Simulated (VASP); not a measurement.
## KNi: single point with PBEsol+U

KNi:

```
K Ni
1.0
     3.66048    3.66048    0.00000
    -3.66048    3.66048    0.00000
     0.00000    0.00000    3.47889
K Ni
2 2
Direct
  0.00000 0.00000 0.00000
  0.50000 0.50000 0.00000
  0.50000 0.00000 0.50000
  0.00000 0.50000 0.50000
```

The cell was built by a generator and needn't be a form met in nature.

```
Program                : VASP 6.6.1
Task                   : single point
Functional             : PBEsol
Potentials or basis    : VASP PAW PBE potentials, release 64 (K_sv, Ni)
Cutoff                 : 520 eV
k mesh                 : 4 × 4 × 6
Occupations            : fermi-dirac, width 0.05 eV
Spin                   : collinear spin, ferrimagnetic start
Starting moments       : [0.0, 0.0, 1.0, -0.5] μB
Hubbard terms          : Ni d U = 5 eV
Supercell matrix       : [1, 1, 0, -1, 1, 0, 0, 0, 1]
Further INCAR settings : ALGO = Normal; EDIFF = 1e-06; NBANDS = 31
```

```
Pressure                                              : 5.7 GPa
Band gap on the k mesh                                : none (metal or under the smearing width)
Net moment                                            : 0.00 μB per cell
Site moments                                          : K +0.00; Ni +0.99, -0.99 μB
Valence electrons inside the program's atomic spheres : K 7.61; Ni 9.11
```

Stress tensor (GPa, compression positive):
```
6.17 0.00 0.00
0.00 6.17 0.00
0.00 0.00 4.81
```

Levels at points of the mesh, in eV from the Fermi level:
Spin up:
| k point | band 15 | band 16 | band 17 | band 18 | band 19 | band 20 | band 21 | band 22 | band 23 | band 24 |
| --- | --- | --- | --- | --- | --- | --- | --- | --- | --- | --- |
| (0.00, 0.00, 0.00) | -2.70 | -2.70 | -2.05 | -1.84 | -1.32 | 1.67 | 2.13 | 2.13 | 4.12 | 4.16 |
| (0.50, 0.00, 0.00) | -2.69 | -2.66 | -2.45 | -2.01 | -1.91 | 1.14 | 2.48 | 2.91 | 2.94 | 3.30 |
| (0.50, 0.50, 0.00) | -2.64 | -2.32 | -1.93 | -1.27 | -1.10 | -0.49 | -0.49 | 1.85 | 4.62 | 4.62 |
| (0.00, 0.00, 0.50) | -2.66 | -1.93 | -1.79 | -1.11 | -0.57 | 1.07 | 1.26 | 1.26 | 2.56 | 2.88 |
| (0.50, 0.00, 0.50) | -2.68 | -2.01 | -1.96 | -0.70 | -0.65 | 0.88 | 1.05 | 2.74 | 2.81 | 2.81 |
| (0.50, 0.50, 0.50) | -2.74 | -2.22 | -2.05 | -0.57 | -0.40 | 1.87 | 2.09 | 2.48 | 2.48 | 2.73 |
Spin down:
```
           k point  band 17  band 18  band 19  band 20  band 21  band 22
(0.00, 0.00, 0.00)    -2.05    -1.84    -1.32     1.67     2.13     2.13
(0.50, 0.00, 0.00)    -2.45    -2.01    -1.91     1.14     2.48     2.91
(0.50, 0.50, 0.00)    -1.93    -1.27    -1.10    -0.49    -0.49     1.85
(0.00, 0.00, 0.50)    -1.79    -1.11    -0.57     1.07     1.26     1.26
(0.50, 0.00, 0.50)    -1.96    -0.70    -0.65     0.88     1.05     2.74
(0.50, 0.50, 0.50)    -2.05    -0.57    -0.40     1.87     2.09     2.48
```

Eigenvalues of the final occupation matrices:
```tsv
site	spin	trace	eigenvalues
site 3 d	1	4.73	0.94 0.94 0.95 0.95 0.95
site 3 d	2	3.76	0.01 0.92 0.94 0.94 0.94
site 4 d	1	3.76	0.01 0.92 0.94 0.94 0.94
site 4 d	2	4.73	0.94 0.94 0.95 0.95 0.95
```

Wall time 4.9 min on 1 thread of Intel(R) Xeon(R) Platinum 8259CL CPU @ 2.50GHz (Skylake/Cascade Lake), on a shared host, peak memory 0.29 GiB.

Caveat: the PAW data sets were made with another functional, which shifts forces and pressure a little; the U is typed as a test and isn't derived for this compound. The state reached can hang on the start; a lower one may exist.
